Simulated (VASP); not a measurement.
Output of a VASP run:

File OUTCAR:
```
 ion  position               nearest neighbor table
   1  0.996  0.996  0.992-   4 2.76   3 2.81   5 2.81   3 2.82   4 2.82   5 2.82   5 2.84   4 2.84
                             3 2.84   5 2.85   3 2.85   4 2.90   2 3.41   2 3.43   2 3.45   2 3.46
   2  0.508  0.500  0.500-   4 1.96   5 1.97   3 1.98   3 2.02   5 2.03   4 2.04   1 3.41   1 3.43
                             1 3.45   1 3.46   1 3.46   1 3.48   1 3.50   1 3.52
   3  0.498  0.996  0.499-   2 1.98   2 2.02   1 2.81   1 2.82   1 2.84   1 2.85
   4  0.997  0.510  0.502-   2 1.96   2 2.04   1 2.76   1 2.82   1 2.84   1 2.90
   5  0.501  0.498  0.007-   2 1.97   2 2.03   1 2.81   1 2.82   1 2.84   1 2.85
  LATTYP: Found a simple cubic cell.
 ALAT       =     4.0000000000
 Subroutine PRICEL returns:
 Original cell was already a primitive cell.
 Subroutine GETGRP returns: Found  1 space group operations
The static configuration has the point symmetry C_1 .
The dynamic configuration has the point symmetry C_1 .
 Subroutine INISYM returns: Found  1 space group operations
 Subroutine IBZKPT returns following result:
 Found     36 irreducible k-points:

 Following reciprocal coordinates:
            Coordinates               Weight
  0.000000  0.000000  0.000000      1.000000
  0.250000  0.000000  0.000000      2.000000
  0.000000  0.250000  0.000000      2.000000
  0.000000  0.000000  0.250000      2.000000
  0.500000  0.000000  0.000000      1.000000
  0.000000  0.500000  0.000000      1.000000
  0.000000  0.000000  0.500000      1.000000
  0.250000  0.250000  0.000000      2.000000
  0.000000  0.250000  0.250000      2.000000
  0.250000  0.000000  0.250000      2.000000
 -0.250000  0.250000  0.000000      2.000000
 -0.250000  0.000000  0.250000      2.000000
  0.000000 -0.250000  0.250000      2.000000
  0.500000  0.250000  0.000000      2.000000
  0.000000  0.500000  0.250000      2.000000
  0.250000  0.000000  0.500000      2.000000
 -0.250000  0.500000  0.000000      2.000000
  0.500000  0.000000  0.250000      2.000000
  0.000000  0.250000  0.500000      2.000000
  0.500000  0.500000  0.000000      1.000000
  0.000000  0.500000  0.500000      1.000000
  0.500000  0.000000  0.500000      1.000000
  0.250000  0.250000  0.250000      2.000000
 -0.250000  0.250000  0.250000      2.000000
 -0.250000 -0.250000  0.250000      2.000000
  0.250000 -0.250000  0.250000      2.000000
  0.500000  0.250000  0.250000      2.000000
  0.250000  0.500000  0.250000      2.000000
  0.250000  0.250000  0.500000      2.000000
 -0.250000  0.500000  0.250000      2.000000
 -0.250000  0.250000  0.500000      2.000000
  0.500000 -0.250000  0.250000      2.000000
  0.500000  0.500000  0.250000      2.000000
  0.250000  0.500000  0.500000      2.000000
  0.500000  0.250000  0.500000      2.000000
  0.500000  0.500000  0.500000      1.000000
   k-points           NKPTS =     36   k-points in BZ     NKDIM =     36   number of bands    NBANDS=     24
   number of dos      NEDOS =    301   number of ions     NIONS =      5
   total plane-waves  NPLWV =  21952
   dimension x,y,z NGX =    28 NGY =   28 NGZ =   28
   dimension x,y,z NGXF=    56 NGYF=   56 NGZF=   56
   ions per type =               1   1   3
   PREC   = accura    normal or accurate (medium, high low for compatibility)
   ISTART =      0    job   : 0-new  1-cont  2-samecut
   ICHARG =      2    charge: 1-file 2-atom 10-const
   ISPIN  =      1    spin polarized calculation?
   LNONCOLLINEAR =      F non collinear calculations
   LSORBIT =      F    spin-orbit coupling
   INIWAV =      1    electr: 0-lowe 1-rand  2-diag
   ENCUT  =  400.0 eV  29.40 Ry    5.42 a.u.   6.52  6.52  6.52*2*pi/ulx,y,z
   NELM   =    100;   NELMIN=  2; NELMDL= -5     # of ELM steps
   EDIFF  = 0.1E-05   stopping-criterion for ELM
   LREAL  =      F    real-space projection
   NLSPLINE    = F    spline interpolate recip. space projectors
   LMAXMIX     =    4 max onsite mixed and CHGCAR
   VOSKOWN=      0    Vosko Wilk Nusair interpolation
   EDIFFG = 0.1E-04   stopping-criterion for IOM
   NSW    =      0    number of steps for IOM
   NBLOCK =      1;   KBLOCK =      1    inner block; outer block
...
```

OSZICAR:
```
       N       E                     dE             d eps       ncg     rms          rms(c)
DAV:   1     0.400927394805E+03    0.40093E+03   -0.18382E+04  1728   0.150E+03
DAV:   2    -0.159208021763E+02   -0.41685E+03   -0.40910E+03  2240   0.445E+02
DAV:   3    -0.507515860224E+02   -0.34831E+02   -0.34303E+02  2560   0.130E+02
DAV:   4    -0.521745781191E+02   -0.14230E+01   -0.14225E+01  2528   0.223E+01
DAV:   5    -0.522194960664E+02   -0.44918E-01   -0.44917E-01  2352   0.292E+00    0.231E+01
DAV:   6    -0.421855216645E+02    0.10034E+02   -0.66845E+01  2648   0.741E+01    0.100E+01
DAV:   7    -0.421305738495E+02    0.54948E-01   -0.97044E+00  2112   0.224E+01    0.636E+00
DAV:   8    -0.420313346688E+02    0.99239E-01   -0.17950E+00  2248   0.127E+01    0.253E+00
DAV:   9    -0.419896188707E+02    0.41716E-01   -0.30339E-01  2192   0.482E+00    0.928E-01
DAV:  10    -0.419915695745E+02   -0.19507E-02   -0.88013E-02  2160   0.200E+00    0.829E-01
DAV:  11    -0.419828760592E+02    0.86935E-02   -0.69849E-02  2496   0.200E+00    0.189E-01
DAV:  12    -0.419824103422E+02    0.46572E-03   -0.30271E-03  2112   0.515E-01    0.540E-02
DAV:  13    -0.419825134295E+02   -0.10309E-03   -0.18507E-03  2296   0.308E-01    0.889E-02
DAV:  14    -0.419823961717E+02    0.11726E-03   -0.59075E-04  2440   0.180E-01    0.151E-02
DAV:  15    -0.419823959927E+02    0.17895E-06   -0.24156E-05  2104   0.338E-02    0.337E-03
DAV:  16    -0.419823959143E+02    0.78486E-07   -0.95603E-07  1328   0.649E-03
   1 F= -.41982396E+02 E0= -.41982396E+02  d E =-.929796E-13
```

### OUTCAR
```
------------------------ aborting loop because EDIFF is reached ----------------------------------------
  FORCE on cell =-STRESS in cart. coord.  units (eV):
  Direction    XX          YY          ZZ          XY          YZ          ZX
  --------------------------------------------------------------------------------------
  Total       -2.6584146     -2.7135292     -2.6871835     -0.0140987      0.0463749      0.0188924
  in kB      -66.5508056    -67.9305459    -67.2710084     -0.3529459      1.1609494      0.4729536
  external PRESSURE =     -67.2507867 kB  Pullay stress =       0.0000000 kB
  volume of cell :       64.00
      direct lattice vectors                 reciprocal lattice vectors
     4.000000000  0.000000000  0.000000000     0.250000000  0.000000000  0.000000000
     0.000000000  4.000000000  0.000000000     0.000000000  0.250000000  0.000000000
     0.000000000  0.000000000  4.000000000     0.000000000  0.000000000  0.250000000
 POSITION                                       TOTAL-FORCE (eV/Angst)
 -----------------------------------------------------------------------------------
      3.98463      3.98405      3.96888         0.184684      0.106546      0.229732
      2.03105      2.00036      1.99836         0.078550      0.065037     -0.288760
      1.99228      3.98218      1.99415        -0.023600      0.215174      0.138249
      3.98762      2.03975      2.00923        -0.160960     -0.297728      0.067692
      2.00442      1.99366      0.02938        -0.078674     -0.089030     -0.146913
 -----------------------------------------------------------------------------------
    total drift:                                0.000459      0.000862     -0.000301
  FREE ENERGIE OF THE ION-ELECTRON SYSTEM (eV)
  ---------------------------------------------------
  free  energy   TOTEN  =       -41.9823959143 eV

  energy  without entropy=      -41.9823959143  energy(sigma->0) =      -41.98239591
```
(Selected blocks of OUTCAR.)

POSCAR:
```
BaTiO3
1
    4.0000000000     0.0000000000     0.0000000000
    0.0000000000     4.0000000000     0.0000000000
    0.0000000000     0.0000000000     4.0000000000
Ba Ti O
1 1 3
Direct
 -0.0038430000  -0.0039880000  -0.0077810000
  0.5077620000   0.5000910000   0.4995910000
  0.4980690000  -0.0044550000   0.4985380000
 -0.0030940000   0.5099380000   0.5023070000
  0.5011060000   0.4984150000   0.0073450000
```

### Question
Reconstruct the remaining input files.

### Answer
This is not unique; one that fits is the input of the run itself, PBEsol GGA, plane waves, VASP's PBE PAW potentials (set 64).

### INCAR
```
SYSTEM  =  BaTiO3
PREC  =  Accurate; ENCUT  =  400; LREAL  =  .False.
LASPH  =  .True.
EDIFF  =  1E-6; NELM  =  100; ALGO  =  Normal
LMAXMIX  =  4
ISMEAR  =  -1; SIGMA  =  0.02
GGA  =  PS
ISIF  =  2
LWAVE  =  .False.; LCHARG  =  .False.
```

KPOINTS:
```
Automatic mesh
0
Gamma
4 4 4
0 0 0
```

POTCAR, in this order: Ba_sv Ti_sv O (PBE.64 set). Program: vasp_std.

At this cut-off the stress carries a Pulay error, which pulls relaxed volumes low.

The structure is a typed BaTiO3 crystal. The cell was not relaxed at this level, atoms are displaced from their ideal sites.
